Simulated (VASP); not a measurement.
GaSn:

```
Ga Sn
1.0
     0.00000    2.90288    3.09822
     2.72925    0.00000    3.09822
     2.72925    2.90288    0.00000
Ga Sn
1 1
Direct
  0.50000 0.50000 0.50000
  0.00000 0.00000 0.00000
```

The cell was built by a generator and needn't be a form met in nature.

```yaml
Program: VASP 6.6.1
Task: relaxation of cell and atoms
Functional: SCAN
Potentials_or_basis: VASP PAW PBE potentials, release 64 (Ga_d, Sn_d)
Cutoff: 600 eV
k_mesh: 8 × 8 × 8
Occupations: fermi-dirac, width 0.05 eV
Spin: no spin polarisation
```

At the start: pressure -1.1 GPa; volume 24.55 Å³/atom.

Problem. Where does the relaxation end?

Solution. Over 6 steps the energy falls by 65.7 meV/atom and the volume is 23.40 Å³/atom (-4.7 %); space group Fm-3m (No. 225, to 0.05 Å).

Step by step:
```
step  energy change (eV)  largest force (eV/Å)  pressure (GPa)  volume (Å³)
   1              0.0000                0.0000           -1.11        49.09
   2             -0.1034                0.0000           -0.95        47.83
   3             -0.1309                0.0000            0.14        46.70
   4             -0.1312                0.0000           -0.01        46.83
   5             -0.1311                0.0000           -0.07        46.88
   6             -0.1313                0.0000            0.02        46.80
```

Final structure:
```
Ga Sn
1.0
     0.00000    2.85912    2.86057
     2.86109    0.00000    2.86057
     2.86109    2.85912    0.00000
Ga Sn
1 1
Direct
  0.50000 0.50000 0.50000
  0.00000 0.00000 0.00000
```

Caveat: the PAW data sets were made with another functional, which shifts forces and pressure a little.
